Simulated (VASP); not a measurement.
```
CELL_PARAMETERS angstrom
      1.74046    -3.01457     0.00000
      1.74046     3.01457     0.00000
      0.00000     0.00000     5.41051
ATOMIC_POSITIONS crystal
  Lu 0.33333 0.66667 0.25000
  Lu 0.66667 0.33333 0.75000
```

All values below come from optB88-vdW, VASP's PBE PAW potentials (set 64) (plane waves; VASP 6.6.1). Settings: 520 eV cut-off, Gaussian smearing of 0.050 eV, potentials Lu_3.

Task: Give the energies of bands 7 to 12 at the high-symmetry points, in eV from the Fermi level.

Result: 
| band | Γ | M | K | A | L | H |
|---|---|---|---|---|---|---|
| 7 | -6.10 | -2.39 | -0.99 | -4.37 | -2.16 | -0.67 |
| 8 | -2.45 | -1.43 | -0.99 | -4.37 | -2.16 | -0.67 |
| 9 | 0.90 | -0.88 | -0.75 | 1.22 | 0.12 | -0.46 |
| 10 | 2.15 | -0.30 | -0.58 | 1.22 | 0.12 | -0.46 |
| 11 | 2.15 | 1.69 | 1.32 | 2.05 | 1.47 | 0.43 |
| 12 | 2.65 | 1.80 | 1.32 | 2.05 | 1.47 | 0.43 |

It has no gap at this level: it comes out as a metal or semimetal.

The compound is Lu in the hcp structure. It was relaxed first.
